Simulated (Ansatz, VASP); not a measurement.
KCaHfSbO6 in VASP and in Ansatz

```xyz
10
Lattice="0.0000 4.0195 4.0195 4.0195 0.0000 4.0195 4.0195 4.0195 0.0000" Properties=species:S:1:pos:R:3 pbc="T T T"
K     2.0097    2.0097    2.0097
Ca    6.0292    6.0292    6.0292
Hf    0.0000    0.0000    0.0000
Sb    4.0195    4.0195    4.0195
O     2.0476    4.0195    4.0195
O     5.9914    4.0195    4.0195
O     4.0195    4.0195    5.9914
O     4.0195    4.0195    2.0476
O     4.0195    2.0476    4.0195
O     4.0195    5.9914    4.0195
```

Alike in both runs: functional PBEsol; k mesh 6 × 6 × 6; occupations gaussian, width 0.02 eV; no spin polarisation.

Ansatz relaxed the structure, and its values are those at the end. VASP's run is a single point on that final structure, the one shown.

|  | VASP | Ansatz |
| --- | --- | --- |
| version | VASP 6.6.1 | Ansatz 0.2.0 |
| potentials or method | VASP PAW PBE potentials, release 64 (K_sv, Ca_sv, Hf_pv, Sb, O) | scalar-relativistic, plane waves, PAW |
| plane-wave cutoff (eV) | 520 | 420 |
| valence electrons in the cell | 70 | 96 |

Ansatz gave:

```
gap on the k mesh at the Fermi level (eV) : 3.58
least direct gap on the mesh (eV)         : 3.58
pressure (GPa)                            : 0.0
rms of the force components (eV/Å)        : 0.000
```

Question: Estimate VASP's values.

Answer: gap on the k mesh at the Fermi level (eV): 3.54; least direct gap on the mesh (eV): 3.54; pressure (GPa): -0.4; rms of the force components (eV/Å): 0.089.

The two sets of potentials don't hold the same shells in valence.

Caveats: the PAW data sets were made with another functional, which shifts forces and pressure a little (VASP); spin-orbit coupling is left out, which moves the levels of the heavy elements. A k mesh can miss the band edges. Expect the measured gap to be larger: semilocal functionals such as PBEsol lack the derivative discontinuity.
